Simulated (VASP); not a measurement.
```
CELL_PARAMETERS angstrom
      0.00000     3.19971     3.19971
      3.19971     0.00000     3.19971
      3.19971     3.19971     0.00000
ATOMIC_POSITIONS crystal
  Ba 0.00000 0.00000 0.00000
  S  0.50000 0.50000 0.50000
```

Level of theory: PBE GGA with D4 dispersion, VASP's PBE PAW potentials (set 64) (plane waves; VASP). Settings: 520 eV cut-off, 8×8×8 Γ-centred mesh, tetrahedra with Blöchl corrections, potentials Ba_sv S.

Unless said otherwise, spin-orbit coupling is left out, though it shifts the bands of the heavy elements here.

### Question
What does the run give for the energy per atom (σ→0), band gap (on the k-mesh) with the smallest direct gap where there is one?

### Answer

```
Property                                      Value
-----------------------------------  --------------
band gap (on the k-mesh)                    2.12 eV
smallest direct gap (on the k-mesh)         2.26 eV
energy per atom (σ→0)                -5.327 eV/atom
```

The absolute energy has meaning only against runs of the same code, potentials and settings.

The compound is BaS in the rock salt structure. It was relaxed first.
